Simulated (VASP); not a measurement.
All values below come from revPBE GGA, VASP's PBE PAW potentials (set 64) (plane waves; VASP).

VASP ran on this input.

**KPOINTS**
```
Automatic mesh
0
Gamma
5 5 5
0 0 0
```

### INCAR
```
# general
SYSTEM  = KZnF3
PREC    = Accurate
ENCUT   = 520
LREAL   = F
LASPH   = T

# electronic loop
EDIFF   = 1E-6
NELM    = 100
ALGO    = Normal
LMAXMIX = 4

# smearing
ISMEAR  = 0
SIGMA   = 0.05

# functional
GGA     = RE

# ions
IBRION  = 2
NSW     = 60
ISIF    = 3
EDIFFG  = -0.02

# output
LWAVE   = F
LCHARG  = F
```

### POSCAR
```
KZnF3
1
    4.1833018051    -0.0000000000     0.0000000000
    0.0000000000     4.1833018051    -0.0000000000
   -0.0000000000    -0.0000000000     4.1833018051
K Zn F
1 1 3
Direct
  0.0000000000   0.0000000000   0.0000000000
  0.5000000000   0.5000000000   0.5000000000
  0.5000000000   0.0000000000   0.5000000000
  0.0000000000   0.5000000000   0.5000000000
  0.5000000000   0.5000000000   0.0000000000
```

POTCAR, in this order: K_sv Zn F (PBE.64 set). Program: vasp_std.

Output

File OSZICAR:
```
       N       E                     dE             d eps       ncg     rms          rms(c)
DAV:   1     0.444046631451E+03    0.44405E+03   -0.22914E+04   500   0.196E+03
DAV:   2     0.148549097119E+02   -0.42919E+03   -0.41983E+03   598   0.477E+02
DAV:   3    -0.206839950427E+02   -0.35539E+02   -0.35392E+02   592   0.151E+02
DAV:   4    -0.215166150973E+02   -0.83262E+00   -0.83149E+00   840   0.214E+01
DAV:   5    -0.215250113879E+02   -0.83963E-02   -0.83887E-02   631   0.174E+00    0.109E+01
DAV:   6    -0.190098663603E+02    0.25151E+01   -0.90578E+00   699   0.413E+01    0.619E+00
DAV:   7    -0.191043516169E+02   -0.94485E-01   -0.17653E+00   520   0.901E+00    0.415E+00
DAV:   8    -0.191458554461E+02   -0.41504E-01   -0.74093E-01   613   0.181E+01    0.184E+00
DAV:   9    -0.190983842909E+02    0.47471E-01   -0.12457E-01   774   0.105E+01    0.729E-01
DAV:  10    -0.190947984637E+02    0.35858E-02   -0.11589E-01   756   0.832E+00    0.361E-01
DAV:  11    -0.190943577064E+02    0.44076E-03   -0.22175E-02   723   0.209E+00    0.792E-02
DAV:  12    -0.190944888554E+02   -0.13115E-03   -0.10109E-03   560   0.250E-01    0.827E-02
DAV:  13    -0.190945092962E+02   -0.20441E-04   -0.46930E-05   702   0.158E-01    0.933E-02
DAV:  14    -0.190946812067E+02   -0.17191E-03   -0.21069E-03   575   0.131E+00    0.107E-01
DAV:  15    -0.190946397622E+02    0.41445E-04   -0.14320E-04   670   0.231E-01    0.916E-02
DAV:  16    -0.190945383463E+02    0.10142E-03   -0.18965E-04   556   0.986E-02    0.452E-02
DAV:  17    -0.190945213523E+02    0.16994E-04   -0.33347E-05   651   0.955E-02    0.248E-02
DAV:  18    -0.190945147320E+02    0.66203E-05   -0.20701E-05   654   0.841E-02    0.894E-03
DAV:  19    -0.190945142732E+02    0.45879E-06   -0.75495E-06   639   0.355E-02
   1 F= -.19094514E+02 E0= -.19094514E+02  d E =-.190945E+02
       N       E                     dE             d eps       ncg     rms          rms(c)
DAV:   1    -0.191149678316E+02   -0.20453E-01   -0.37121E-01   578   0.818E+00    0.108E+00
DAV:   2    -0.190971863767E+02    0.17781E-01   -0.75772E-02   539   0.284E+00    0.294E-01
DAV:   3    -0.190957553077E+02    0.14311E-02   -0.22196E-03   587   0.135E+00    0.174E-01
DAV:   4    -0.190954250584E+02    0.33025E-03   -0.11547E-03   812   0.421E-01    0.909E-02
DAV:   5    -0.190954125545E+02    0.12504E-04   -0.12525E-04   666   0.130E-01    0.292E-02
DAV:   6    -0.190954056414E+02    0.69131E-05   -0.23937E-05   862   0.174E-01    0.634E-03
DAV:   7    -0.190954048695E+02    0.77189E-06   -0.26814E-06   489   0.261E-02
   2 F= -.19095405E+02 E0= -.19095405E+02  d E =-.890596E-03
```

### OUTCAR
```
------------------------ aborting loop because EDIFF is reached ----------------------------------------
  FORCE on cell =-STRESS in cart. coord.  units (eV):
  Direction    XX          YY          ZZ          XY          YZ          ZX
  --------------------------------------------------------------------------------------
  Total        0.0268033      0.0268033      0.0268033      0.0000000      0.0000000      0.0000000
  in kB        0.5826964      0.5826964      0.5826964      0.0000000      0.0000000      0.0000000
  external PRESSURE =       0.5826964 kB  Pullay stress =       0.0000000 kB
  volume of cell :       73.70
      direct lattice vectors                 reciprocal lattice vectors
     4.192618363 -0.000000000 -0.000000000     0.238514435 -0.000000000 -0.000000000
     0.000000000  4.192618363 -0.000000000     0.000000000  0.238514435 -0.000000000
     0.000000000  0.000000000  4.192618363     0.000000000  0.000000000  0.238514435
 POSITION                                       TOTAL-FORCE (eV/Angst)
 -----------------------------------------------------------------------------------
      0.00000      0.00000      0.00000        -0.000000     -0.000000      0.000000
      2.09631      2.09631      2.09631         0.000000      0.000000      0.000000
      2.09631      0.00000      2.09631         0.000000      0.000000      0.000000
      0.00000      2.09631      2.09631         0.000000      0.000000      0.000000
      2.09631      2.09631     -0.00000        -0.000000     -0.000000      0.000000
 -----------------------------------------------------------------------------------
    total drift:                                0.000000     -0.000000     -0.000000
  FREE ENERGIE OF THE ION-ELECTRON SYSTEM (eV)
  ---------------------------------------------------
  free  energy   TOTEN  =       -19.0954048695 eV

  energy  without entropy=      -19.0954048695  energy(sigma->0) =      -19.09540487

 reached required accuracy - stopping structural energy minimisation
```
(Selected blocks of OUTCAR.)

**CONTCAR**
```
KZnF3
   1.00000000000000
     4.1926183632691147   -0.0000000000000000   -0.0000000000000000
     0.0000000000000000    4.1926183632691147   -0.0000000000000000
     0.0000000000000000    0.0000000000000000    4.1926183632691147
  K               Zn              F
     1     1     3
Direct
     0.0000000000000000    0.0000000000000000    0.0000000000000000
     0.5000000000000000    0.5000000000000000    0.5000000000000000
     0.5000000000000000    0.0000000000000000    0.5000000000000000
     0.0000000000000000    0.5000000000000000    0.5000000000000000
     0.5000000000000000    0.5000000000000000    0.0000000000000000
```

The compound is KZnF3 in the cubic perovskite structure. This run relaxes it. Symmetry was kept, so distortions that lower it aren't found. The start is the result of an earlier pass.
